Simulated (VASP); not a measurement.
Output of a VASP run:

### OSZICAR
```
       N       E                     dE             d eps       ncg     rms          rms(c)
DAV:   1     0.468535569038E+02    0.46854E+02   -0.83347E+03  1536   0.123E+03
DAV:   2    -0.356747784439E+02   -0.82528E+02   -0.75880E+02  2028   0.231E+02
DAV:   3    -0.392988220790E+02   -0.36240E+01   -0.35984E+01  1972   0.491E+01
DAV:   4    -0.393450665185E+02   -0.46244E-01   -0.46207E-01  1912   0.638E+00
DAV:   5    -0.393460510364E+02   -0.98452E-03   -0.98396E-03  1908   0.893E-01    0.899E+00
DAV:   6    -0.374795642196E+02    0.18665E+01   -0.18731E+00  1748   0.946E+00    0.522E+00
DAV:   7    -0.368912273180E+02    0.58834E+00   -0.20659E+00  1784   0.101E+01    0.140E+00
DAV:   8    -0.368986920196E+02   -0.74647E-02   -0.64109E-02  1752   0.172E+00    0.116E-01
DAV:   9    -0.368984718024E+02    0.22022E-03   -0.14418E-03  1928   0.310E-01    0.569E-02
DAV:  10    -0.368986351929E+02   -0.16339E-03   -0.23370E-04  1812   0.129E-01    0.277E-02
DAV:  11    -0.368986354788E+02   -0.28589E-06   -0.35234E-06  1896   0.164E-02
   1 F= -.36898635E+02 E0= -.36898668E+02  d E =0.979380E-04
```

**OUTCAR**
```
------------------------ aborting loop because EDIFF is reached ----------------------------------------
  FORCE on cell =-STRESS in cart. coord.  units (eV):
  Direction    XX          YY          ZZ          XY          YZ          ZX
  --------------------------------------------------------------------------------------
  Total        0.6448448      0.6448445      0.7506660      0.0000000      0.0000000      0.0000000
  in kB       29.3793705     29.3793569     34.2006259      0.0000000      0.0000000      0.0000000
  external PRESSURE =      30.9864511 kB  Pullay stress =       0.0000000 kB
  volume of cell :       35.17
      direct lattice vectors                 reciprocal lattice vectors
     1.230000000 -2.130422000  0.000000000     0.406504065 -0.234695286  0.000000000
     1.230000000  2.130422000  0.000000000     0.406504065  0.234695286  0.000000000
     0.000000000  0.000000000  6.710000000     0.000000000  0.000000000  0.149031297
 POSITION                                       TOTAL-FORCE (eV/Angst)
 -----------------------------------------------------------------------------------
      0.00000      0.00000      1.67750         0.000000     -0.000000      0.000000
      0.00000      0.00000      5.03250        -0.000000      0.000000     -0.000000
      1.23000      0.71014      1.67750        -0.000000     -0.000000      0.000000
      1.23000     -0.71014      5.03250        -0.000000      0.000000     -0.000000
 -----------------------------------------------------------------------------------
    total drift:                               -0.000000     -0.000000      0.000000
  FREE ENERGIE OF THE ION-ELECTRON SYSTEM (eV)
  ---------------------------------------------------
  free  energy   TOTEN  =       -36.8986354788 eV

  energy  without entropy=      -36.8987334169  energy(sigma->0) =      -36.89866812
```
(Selected blocks of OUTCAR.)

**POSCAR**
```
C
1
    1.2300000000    -2.1304220000     0.0000000000
    1.2300000000     2.1304220000     0.0000000000
    0.0000000000     0.0000000000     6.7100000000
C
4
Direct
  0.0000000000   0.0000000000   0.2500000000
  0.0000000000   0.0000000000   0.7500000000
  0.3333330000   0.6666670000   0.2500000000
  0.6666670000   0.3333330000   0.7500000000
```

**Question.** Write an INCAR and KPOINTS that could have produced this output.

**Answer.** One answer among several that fit: the input of the run itself, PW91 GGA, plane waves, VASP's PBE PAW potentials (set 64).

INCAR:
```
ALGO = Normal
EDIFF = 1E-6
ENCUT = 520
GGA = 91
ISIF = 2
ISMEAR = 1
LASPH = T
LCHARG = F
LREAL = F
LWAVE = F
NELM = 100
PREC = Accurate
SIGMA = 0.1
SYSTEM = C
```

**KPOINTS**
```
K-points
0
Gamma
  13 13 4
```

POTCAR, in this order: C (PBE.64 set). Program: vasp_std.

The compound is C in the graphite structure. The cell was not relaxed at this level. The run is one of a series of settings (GGA = 91 against the base run), some of them coarse on purpose.
